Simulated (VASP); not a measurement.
These are PBE GGA, VASP's PBE PAW potentials (set 64) (plane waves; VASP 6.6.1) values and carry that method's errors.

VASP input:

KPOINTS:
```
Automatic mesh
0
Gamma
6 6 6
0 0 0
```

POSCAR:
```
CdIn2O4
6.5209670
  0.0000000000   0.7071067834   0.7071067834
  0.7071067834   0.0000000000   0.7071067834
  0.7071067834   0.7071067834   0.0000000000
Cd In O
2 4 8
Cartesian
  0.3535533917   0.3535533917   0.3535533917
  0.0000000000   0.0000000000   0.0000000000
  0.8838834792   0.5303300875   0.5303300875
  0.5303300875   0.5303300875   0.8838834792
  0.5303300875   0.8838834792   0.5303300875
  0.8838834792   0.8838834792   0.8838834792
  1.2186985412   1.2186985412   1.2186985412
  0.5490684173   0.8651451495   0.8651451495
  0.9026218090   0.9026218090   1.2186985412
  0.8651451495   0.5490684173   0.8651451495
  1.2186985412   0.9026218090   0.9026218090
  0.5490684173   0.5490684173   0.5490684173
  0.9026218090   1.2186985412   0.9026218090
  0.8651451495   0.8651451495   0.5490684173
```

INCAR:
```
SYSTEM = CdIn2O4
PREC = Accurate; ENCUT = 400; LREAL = Auto
LASPH = .TRUE.
EDIFF = 1E-6; NELM = 100; ALGO = Normal
LMAXMIX = 4
ISMEAR = 0; SIGMA = 0.01
GGA = PE
ISIF = 2
LWAVE = .FALSE.; LCHARG = .FALSE.
```

POTCAR, in this order: Cd In_d O (PBE.64 set). Program: vasp_std.

Problem. What will the output report for the number of irreducible k-points (NKPTS), largest plane-wave count, number of space-group operations, FFT grid (NGX, NGY, NGZ)?

Solution. 
| Quantity | Value |
|---|---|
| number of irreducible k-points (NKPTS) | 16 |
| largest plane-wave count | 3593 |
| number of space-group operations | 48 |
| FFT grid (NGX, NGY, NGZ) | 48 × 48 × 48 |

The structure comes from a computed database's CdIn2O4 entry; how it stands against other phases isn't given here. The cell was not relaxed at this level.
